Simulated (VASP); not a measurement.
All values below come from PBE GGA, VASP's PBE PAW potentials (set 64) (plane waves; VASP 6.6.1).

VASP ran on this input.

**POSCAR**
```
BP
1
   -0.0000000000     2.2512244914     2.2512244914
    2.2512244914     0.0000000000     2.2512244914
    2.2512244914     2.2512244914     0.0000000000
B P
1 1
Direct
  0.0000000000   0.0000000000   0.0000000000
  0.2500000000   0.2500000000   0.2500000000
```

**KPOINTS**
```
Automatic
0
G
10 10 10
```

### INCAR
```
# general
SYSTEM   =  BP
PREC     =  Accurate
ENCUT    =  620
LREAL    =  F
LASPH    =  T

# electronic loop
EDIFF    =  1E-6
NELM     =  100
ALGO     =  Normal

# smearing
ISMEAR   =  0
SIGMA    =  0.05

# functional
GGA      =  PE

# ions
IBRION   =  2
NSW      =  40
ISIF     =  3
EDIFFG   =  -0.02
PSTRESS  =  50

# output
LWAVE    =  F
LCHARG   =  F
```

POTCAR, in this order: B P (PBE.64 set). Program: vasp_std.

Output

OSZICAR:
```
       N       E                     dE             d eps       ncg     rms          rms(c)
DAV:   1     0.138331051441E+02    0.13833E+02   -0.46800E+03   752   0.104E+03
DAV:   2    -0.133228316713E+02   -0.27156E+02   -0.26259E+02  1144   0.122E+02
DAV:   3    -0.136805854979E+02   -0.35775E+00   -0.35775E+00   928   0.179E+01
DAV:   4    -0.136813106961E+02   -0.72520E-03   -0.72520E-03  1144   0.852E-01
DAV:   5    -0.136813113582E+02   -0.66215E-06   -0.66215E-06   944   0.201E-02    0.745E+00
DAV:   6    -0.130285240249E+02    0.65279E+00   -0.17207E+00   848   0.729E+00    0.405E+00
DAV:   7    -0.129301169117E+02    0.98407E-01   -0.28537E-01  1144   0.326E+00    0.133E+00
DAV:   8    -0.129217838853E+02    0.83330E-02   -0.28991E-02   832   0.119E+00    0.224E-01
DAV:   9    -0.129220887819E+02   -0.30490E-03   -0.47977E-04  1080   0.206E-01    0.130E-01
DAV:  10    -0.129222811750E+02   -0.19239E-03   -0.27935E-04   864   0.133E-01    0.262E-02
DAV:  11    -0.129222917876E+02   -0.10613E-04   -0.12984E-05  1064   0.320E-02    0.332E-02
DAV:  12    -0.129222925648E+02   -0.77722E-06   -0.31319E-06   792   0.118E-02
   1 F= -.12210185E+02 E0= -.12210185E+02  d E =-.122102E+02
```

**OUTCAR**
```
------------------------ aborting loop because EDIFF is reached ----------------------------------------
  FORCE on cell =-STRESS in cart. coord.  units (eV):
  Direction    XX          YY          ZZ          XY          YZ          ZX
  --------------------------------------------------------------------------------------
  Total        0.7095269      0.7095269      0.7095269     -0.0000000     -0.0000000     -0.0000000
  in kB       49.8187714     49.8187714     49.8187714     -0.0000000     -0.0000000     -0.0000000
  external PRESSURE =      -0.1812286 kB  Pullay stress =      50.0000000 kB
  volume of cell :       22.82
      direct lattice vectors                 reciprocal lattice vectors
     0.000000000  2.251224491  2.251224491    -0.222101351  0.222101351  0.222101351
     2.251224491  0.000000000  2.251224491     0.222101351 -0.222101351  0.222101351
     2.251224491  2.251224491  0.000000000     0.222101351  0.222101351 -0.222101351
  FREE ENERGIE OF THE ION-ELECTRON SYSTEM (eV)
  ---------------------------------------------------
  free  energy   TOTEN  =       -12.9222925648 eV

  energy  without entropy=      -12.9222925648  energy(sigma->0) =      -12.92229256
  enthalpy is  TOTEN    =       -12.2101846182 eV   P V=        0.7121079466

 reached required accuracy - stopping structural energy minimisation
```
(Selected blocks of OUTCAR.)

The compound is BP in the zinc blende structure. It was relaxed first under an external pressure of 5 GPa.
